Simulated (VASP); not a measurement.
KZnF₃ (cubic perovskite) is relaxed at rising pressure, each step from the one before. Symmetry mostly holds the structure type, and other phases were not tried. The mesh follows the cell, and a change of mesh leaves a small step in the series.

```xyz
5
Lattice="3.9795 0.0000 0.0000 0.0000 3.9795 0.0000 0.0000 0.0000 3.9795" Properties=species:S:1:pos:R:3 pbc="T T T"
K      0.0000     0.0000     0.0000
Zn     1.9897     1.9897     1.9897
F      1.9897     0.0000     1.9897
F      0.0000     1.9897     1.9897
F      1.9897     1.9897     0.0000
```

These are LDA (Ceperley-Alder, Perdew-Zunger), VASP's LDA PAW potentials (set 64) (plane waves; VASP) values and carry that method's errors. Settings: 620 eV cut-off, 6×6×6 Γ-centred mesh, Gaussian smearing of 0.050 eV, potentials K_sv Zn F.

```json
[
 {"P (GPa)": "0", "V (Å³/atom)": "12.60", "H − H(0) (eV/atom)": "0.000", "space group": "Pm-3m", "gap on the mesh (eV)": "3.74", "k-mesh": "6×6×6"},
 {"P (GPa)": "5", "V (Å³/atom)": "12.02", "H − H(0) (eV/atom)": "0.386", "space group": "Pm-3m", "gap on the mesh (eV)": "3.87", "k-mesh": "6×6×6"},
 {"P (GPa)": "10", "V (Å³/atom)": "[?]", "H − H(0) (eV/atom)": "[?]", "space group": "Pm-3m", "gap on the mesh (eV)": "3.98", "k-mesh": "6×6×6"},
 {"P (GPa)": "20", "V (Å³/atom)": "[?]", "H − H(0) (eV/atom)": "[?]", "space group": "Pm-3m", "gap on the mesh (eV)": "4.18", "k-mesh": "6×6×6"},
 {"P (GPa)": "30", "V (Å³/atom)": "10.37", "H − H(0) (eV/atom)": "2.122", "space group": "Pm-3m", "gap on the mesh (eV)": "4.35", "k-mesh": "6×6×6"},
 {"P (GPa)": "45", "V (Å³/atom)": "9.77", "H − H(0) (eV/atom)": "3.066", "space group": "Pm-3m", "gap on the mesh (eV)": "4.58", "k-mesh": "6×6×6"}
]
```

Fill in the missing entries.

- 10, V (Å³/atom): 11.57
- 10, H − H(0) (eV/atom): 0.755
- 20, V (Å³/atom): 10.89
- 20, H − H(0) (eV/atom): 1.457

Pressures at which the relaxation failed are left out.

The compound is KZnF3 in the cubic perovskite structure.
